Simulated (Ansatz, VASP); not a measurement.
# Ge (Ge(110)) in two plane-wave programs, part 2 of 2

One calculation is typed for both programs; each brings its own data sets and cutoff. How far apart do they land?

VASP 6.6.1 and Ansatz 0.2.0.

So far: The structure; VASP: band structure, PBE.

### 3. Ansatz: band structure, PBE

Level of this step: Ansatz beside VASP: Kohn-Sham DFT, plane waves, PBE (Ansatz).

Ansatz runs on its default PAW (the set named soft_2) files.

The same cell, functional, mesh and smearing now go to Ansatz, which takes its cutoff from its data sets.

Input file input.yaml:

```yaml
crystal:
  lattice:
    - [4.1343608022, 0.0, 0.0]
    - [0.0, 5.8468691182, 0.0]
    - [0.0, 0.0, 32.2700078924]
  atoms:
    - { symbol: Ge, position: [0.75, 0.3832041304, 0.7518328783] }
    - { symbol: Ge, position: [0.25, 0.6167958696, 0.7518328783] }
    - { symbol: Ge, position: [0.25, 0.8747161448, 0.6898259971] }
    - { symbol: Ge, position: [0.75, 0.1252838552, 0.6898259971] }
    - { symbol: Ge, position: [0.75, 0.3758144267, 0.6261682695] }
    - { symbol: Ge, position: [0.25, 0.6241855733, 0.6261682695] }
    - { symbol: Ge, position: [0.25, 0.8757020557, 0.5628595957] }
    - { symbol: Ge, position: [0.75, 0.1242979443, 0.5628595957] }
    - { symbol: Ge, position: [0.75, 0.3763669023, 0.5] }
    - { symbol: Ge, position: [0.25, 0.6236330977, 0.5] }
    - { symbol: Ge, position: [0.25, 0.8757020557, 0.4371404043] }
    - { symbol: Ge, position: [0.75, 0.1242979443, 0.4371404043] }
    - { symbol: Ge, position: [0.75, 0.3758144267, 0.3738317305] }
    - { symbol: Ge, position: [0.25, 0.6241855733, 0.3738317305] }
    - { symbol: Ge, position: [0.25, 0.8747161448, 0.3101740029] }
    - { symbol: Ge, position: [0.75, 0.1252838552, 0.3101740029] }
    - { symbol: Ge, position: [0.75, 0.3832041304, 0.2481671217] }
    - { symbol: Ge, position: [0.25, 0.6167958696, 0.2481671217] }
hamiltonian:
  xc: pbe
  pseudopotentials: { kind: paw }
kpoints:
  mp_grid: { grid: [6, 4, 1] }
  band_path:
    path:
      - [0.0, 0.0, 0.0]
      - [0.07692, 0.0, 0.0]
      - [0.15385, 0.0, 0.0]
      - [0.26923, 0.0, 0.0]
      - [0.34615, 0.0, 0.0]
      - [0.42308, 0.0, 0.0]
      - [0.5, 0.0, 0.0]
      - [0.5, 0.07692, 0.0]
      - [0.5, 0.19231, 0.0]
      - [0.5, 0.26923, 0.0]
      - [0.5, 0.34615, 0.0]
      - [0.5, 0.46154, 0.0]
      - [0.5, 0.5, 0.0]
      - [0.42308, 0.5, 0.0]
      - [0.30769, 0.5, 0.0]
      - [0.23077, 0.5, 0.0]
      - [0.11538, 0.5, 0.0]
      - [0.03846, 0.5, 0.0]
      - [0.0, 0.5, 0.0]
      - [0.0, 0.38462, 0.0]
      - [0.0, 0.30769, 0.0]
      - [0.0, 0.23077, 0.0]
      - [0.0, 0.11538, 0.0]
      - [0.0, 0.03846, 0.0]
      - [0.03846, 0.03846, 0.0]
      - [0.11538, 0.11538, 0.0]
      - [0.19231, 0.19231, 0.0]
      - [0.30769, 0.30769, 0.0]
      - [0.38462, 0.38462, 0.0]
      - [0.5, 0.5, 0.0]
    npoints: 1
scf:
  occupations: { method: gaussian, width: 0.03 }
  n_extra_bands: 15
efield:
  axis: 3
  dipole_correction: true
  ramp_width: 0.04
output:
  forces: true
  eigenvalues: true
```

Launch:

```bash
> ansatz run input.yaml --threads 8 --pin off --max-ram 18432MiB --backend cpu --events-out ev --progress --plain --runs-dir out
```

Numbers of over 12 decimals in the logs are rounded to 6 here.

What it wrote:

```text
scf.n_extra_bands = 15 over 126 filled bands (N_el = 252.0): the run solves 141 bands
Engine: ansatz 0.2.0, aarch64-unknown-linux-gnu
Pseudopotentials: kind: paw
Pseudopotential: Ge, paw, valence charge 14, recommended cutoff 420 eV (normal), Ge.paw.azcp
Functional definition: PBE
  parameter kappa = 0.804
  parameter beta = 0.066725
  exchange = pbe_x(kappa = kappa, mu = beta*pi^2/3)
  correlation = pbe_c(beta = beta)
Crystal: 18 atoms, lattice volume = 780.065 Å³
Basis set: ecut = 420 eV, 15125 PW (Γ), exchange–correlation on 60×80×432 points (8 copies of the dense FFT grid, shifted against one another)
Bands: 141, of which v1, the nominal top of the filled ones, is band 126 counted from 1 (125 counted from 0)
Symmetry: 4 space group operations
k-points: 12 of 24
Non-local potential: Ge, projectors of the file, l = 0: 2, l = 1: 2, l = 2: 3, l = 3: 1
PAW form: soft (Blöchl's): semilocal exchange-correlation on the pseudo side does not see the compensation charge
PAW one-centre angular grid: Ge, 590 points (default); XC on 64 Gauss nodes
Initial density: superposition of atomic densities (neutral atoms: chi_scale 0, normalization atom), corrected by the library's trained network
Initial wavefunctions: pseudopotential atomic-orbital guess
Functional: x = pbe(κ = 0.804, μ = 0.219515), c = pbe(β = 0.066725)
SCF iter   1: F=—  HF=-77305.961399 eV  |F-HF|=—  |Δ(HF+E_count)|=         —  Δρ=2.06e-3  dr2=5.44e-2  ethr=1.77e-3  p=0.000 e·Å  D=1.57e-13 V/Å  ΔV_dip=-0.00 eV  dr2_dipole=7.12e-7  V_vac-E_F(+/−)=4.64/4.64 eV  ⟨swp⟩=6.2  Hψ=5849  notcnv=0  defer=40
efield: sawtooth ramp at fractional position 0.9800 (placed from the atoms, in the widest stretch of the axis that holds none; the zero of the levels goes with the place), width 0.0400; the density the first Hamiltonian is built on has a dipole p = 0.000 e·Å; the dipole correction subtracts the counter field D = 1.57e-13 V/Å, which shifts the + side's vacuum level by -0.00 eV against the − side's; the planar-averaged density in the ramp window peaks in size at 2.8e-5 e/Å³
preconditioner: auto → LDOS  [metal: Δε(μ)=0.020 eV  Ē_g=20.998 eV  σ=0.030 eV  W_gap=0.36  n_scr=164 (ndim 8)  ℏωp=21.1 eV  f_vac=0.423  D(μ)=12.52/eV (n_scr^D=56)  β→1.0]
SCF iter   2: F=—  HF=-77305.952765 eV  |F-HF|=—  |Δ(HF+E_count)|=   8.63e-3  Δρ=6.29e-4  dr2=4.98e-3  ethr=2.16e-5  p=-0.000 e·Å  D=-1.50e-6 V/Å  ΔV_dip=0.00 eV  dr2_dipole=1.24e-6  V_vac-E_F(+/−)=4.68/4.68 eV  ⟨swp⟩=2.2  Hψ=2543  notcnv=0  defer=92
SCF iter   3: F=—  HF=-77305.953026 eV  |F-HF|=—  |Δ(HF+E_count)|=   2.60e-4  Δρ=3.53e-4  dr2=1.86e-3  ethr=1.98e-6  p=-0.000 e·Å  D=-1.02e-6 V/Å  ΔV_dip=0.00 eV  dr2_dipole=6.88e-8  V_vac-E_F(+/−)=4.69/4.69 eV  ⟨swp⟩=2.0  Hψ=3177  notcnv=0  defer=92
SCF iter   4: F=—  HF=-77305.952621 eV  |F-HF|=—  |Δ(HF+E_count)|=   4.04e-4  Δρ=9.22e-5  dr2=2.15e-4  ethr=7.38e-7  p=-0.000 e·Å  D=-8.27e-7 V/Å  ΔV_dip=0.00 eV  dr2_dipole=3.10e-10  V_vac-E_F(+/−)=4.69/4.69 eV  ⟨swp⟩=2.0  Hψ=3116  notcnv=0  defer=92
SCF iter   5: F=—  HF=-77305.952628 eV  |F-HF|=—  |Δ(HF+E_count)|=   6.89e-6  Δρ=5.08e-5  dr2=4.74e-5  ethr=8.53e-8  p=-0.000 e·Å  D=-5.33e-7 V/Å  ΔV_dip=0.00 eV  dr2_dipole=2.66e-10  V_vac-E_F(+/−)=4.70/4.70 eV  ⟨swp⟩=2.0  Hψ=3117  notcnv=0  defer=92
SCF iter   6: F=—  HF=-77305.952834 eV  |F-HF|=—  |Δ(HF+E_count)|=   2.05e-4  Δρ=1.07e-5  dr2=5.32e-6  ethr=1.88e-8  p=-0.000 e·Å  D=-2.89e-7 V/Å  ΔV_dip=0.00 eV  dr2_dipole=9.90e-10  V_vac-E_F(+/−)=4.70/4.70 eV  ⟨swp⟩=2.0  Hψ=3118  notcnv=0  defer=92
SCF iter   7: F=—  HF=-77305.952835 eV  |F-HF|=—  |Δ(HF+E_count)|=   9.44e-7  Δρ=5.26e-6  dr2=5.07e-7  ethr=2.11e-9  p=-0.000 e·Å  D=-1.11e-7 V/Å  ΔV_dip=0.00 eV  dr2_dipole=6.09e-11  V_vac-E_F(+/−)=4.70/4.70 eV  ⟨swp⟩=2.0  Hψ=1996  notcnv=0  defer=92
SCF iter   8: F=-77305.952835 eV  HF=-77305.952835 eV  |F-HF|=2.31e-8  |Δ(HF+E_count)|=   7.17e-8  Δρ=2.07e-6  dr2=8.86e-8  ethr=3.97e-11  p=-0.000 e·Å  D=-5.39e-8 V/Å  ΔV_dip=0.00 eV  dr2_dipole=6.17e-11  V_vac-E_F(+/−)=4.70/4.70 eV  ⟨swp⟩=11.8  Hψ=6749  notcnv=0
SCF 1 converged in 8 iterations: F = -77305.952835 eV  dr2 = 8.86e-8
  greatest PAW one-centre occupation: 0.998 electrons in one spin orbital (limit 2), on the Ge atom at site 1 (counted from 0), in its partial waves of l = 2
NSCF: frozen V_eff on 30 k-points
efield: sawtooth ramp at fractional position 0.9800 (kept from the solve that this one continues, or follows in the run), width 0.0400; the density the first Hamiltonian is built on has a dipole p = -0.000 e·Å; the dipole correction subtracts the counter field D = -5.39e-8 V/Å, which shifts the + side's vacuum level by +0.00 eV against the − side's; the planar-averaged density in the ramp window peaks in size at 2.7e-6 e/Å³
SCF converged after 8 iterations
Free energy (F): -77305.952835 eV
Harris-Foulkes:  -77305.952835 eV  (|F-HF|=2.31e-8)
Internal energy: -77305.947040 eV  (E = F + TS)
E sigma→0 (E₀):  -77305.949937 eV
Entropy (-TS):   -0.005795 eV (-0.322 meV/atom)
Fermi energy:    2.121884 eV
Dipole field:    D = 0.000005 V/Å  (p = 0.000023 e·Å, saw-weighted, corrected)
Work function:   Φ+ = 4.7037 eV   Φ− = 4.7039 eV
Levels:          The Fermi level and band energies are counted from a zero that moves with the ramp; work functions are not
--- Per-component energies (eV) ---
  E_band       = -4226.667114
  E_kinetic    = 1984.054210
  E_local      = -287526.569875  (includes V_loc(G=0)·N_el)
  E_nonlocal   = 7513.754304
  E_hartree    = 140274.314335
  E_xc         = -1349.415305
  E_vxc        = -1147.410065  (∫ρ·V_xc dr)
  E_paw        = -36339.200085  (= ΣΔE_a)
  E_vpaw       = -5599.161923  (= ΣTr[D̂ρ^β])
  E_aug_tail   = 0.005240  (compensation charges beyond the density's cutoff)
  E_efield     = 0.000000  (sawtooth field / dipole correction)
  E_vefield    = 0.000000  (∫n·V_field dr)
  E_ewald      = 98137.110136
  E_smearing   = -0.005795  (= −TS)
  E_closure    = 0.000000  (closes the sum)
  Σ components = -77305.952835   (vs F -77305.952835, Δ=0.00e0)
--- Forces (eV/Å), atoms counted from 1 ---
  atom   1  Ge     0.00000000     0.03727445    -0.04714116
  atom   2  Ge     0.00000000    -0.03727445    -0.04714116
  atom   3  Ge     0.00000000     0.02255635     0.01358421
  atom   4  Ge     0.00000000    -0.02255635     0.01358421
  atom   5  Ge     0.00000000     0.00835481     0.02757759
  atom   6  Ge     0.00000000    -0.00835481     0.02757759
  atom   7  Ge     0.00000000     0.01016698     0.01249032
  atom   8  Ge     0.00000000    -0.01016698     0.01249032
  atom   9  Ge     0.00000000     0.01914857     0.00000012
  atom  10  Ge     0.00000000    -0.01914857     0.00000012
  atom  11  Ge     0.00000000     0.01016690    -0.01249038
  atom  12  Ge     0.00000000    -0.01016690    -0.01249038
  atom  13  Ge     0.00000000     0.00835473    -0.02757724
  atom  14  Ge     0.00000000    -0.00835473    -0.02757724
  atom  15  Ge     0.00000000     0.02255628    -0.01358442
  atom  16  Ge     0.00000000    -0.02255628    -0.01358442
  atom  17  Ge     0.00000000     0.03727367     0.04714066
  atom  18  Ge     0.00000000    -0.03727367     0.04714066
  max |Σ_I F_I| component: 6.18e-7 eV/Å
--- Band table (eV; the first three rows and the last of 12) ---
  k-point 0: bands = [... 122 lower, 1.7698, 2.0442, 2.1695, 2.3415, 2.4844, 2.8123, 3.0882, 3.3117, ... 11 higher]
  k-point 1: bands = [... 122 lower, 1.4758, 1.4910, 1.8964, 1.9801, 2.3644, 2.4702, 2.9856, 3.1047, ... 11 higher]
  k-point 2: bands = [... 122 lower, 0.9493, 0.9884, 1.6293, 1.7998, 1.8463, 2.0357, 2.6545, 2.8981, ... 11 higher]
  k-point 11: bands = [... 122 lower, 0.7931, 0.7931, 1.6078, 1.6078, 2.1160, 2.1160, 3.3806, 3.3806, ... 11 higher]
```

It took 90 s on 8 threads of Arm Neoverse N1, shared host; peak memory 5.5 GiB.

In the SCF lines HF is the Harris–Foulkes energy and dr2 the Hartree energy of the density residual, in eV; the loop may stop once dr2 is under the threshold and the program's other checks hold. Hψ counts applications of the Hamiltonian.

### 4. Comparison

Known differences besides the potentials themselves: the data sets hold 252 valence electrons in Ansatz (default PAW (the set named soft_2) files) and 72 in VASP; the cutoff is 420 eV in Ansatz and 320 eV in VASP (PREC = Normal, projectors in real space); VASP leaves aspherical gradient terms in its spheres out (LASPH is not set), Ansatz keeps them. Total energies have different zeros and are not compared.

Both answers:

```tsv
quantity	Ansatz	VASP	difference
work function, lower of the two faces (eV)	4.70	4.70	0.00
work function, higher of the two faces (eV)	4.70	4.70	0.00
```

At this near-relaxed geometry the largest component of a force difference is 53 meV/Å. Levels from 3 eV below to 2 eV above the Fermi level differ by 7 meV r.m.s. and 22 meV at most; each VASP level is matched to the nearest of Ansatz, which flatters the figure a little. VASP's log warns that it found no field-free region in the vacuum, so its work functions are uncertain.

### 5. Other set-ups

Further runs change the set-up of one program: Ansatz's method, potentials or start, or VASP's data sets, cutoff or form of LDA. The table gives Ansatz less VASP for each quantity, since a change that brings one quantity closer may part another.

```tsv
run	r.m.s. force difference (meV/Å)	work function, lower of the two faces (eV)	work function, higher of the two faces (eV)
as above	17	0.0012	0.0014
Ansatz's larger PAW set (cutoff 560 eV)	16	0.0012	0.0012
```

### 6. Results

```yaml
r_m_s_force_difference_band_structure_pbe: 17 meV/Å
```

The r.m.s. force difference is 17 meV/Å (band structure, PBE), beyond the 12 meV/Å picked in this series as the mark of a large difference. For band structure, PBE, no further run moves any of the tabulated differences by more than a quarter of its size. 1 further run of this series is not shown here. How closely two codes agree says nothing of how well the functional describes the real material.

[Lines on the potential files, build, host, timing and source positions are cut from VASP's logs without a mark.]

[Logs are printed without paths, hosts, clocks, repeated set-up lines and the standing remarks that a program may print on its own settings, such as how far it seeks lower states.]

[Hosts, paths, dates, database ids (printed as entryN), source tags and the programs' standing remarks are cut or masked in the printed files.]
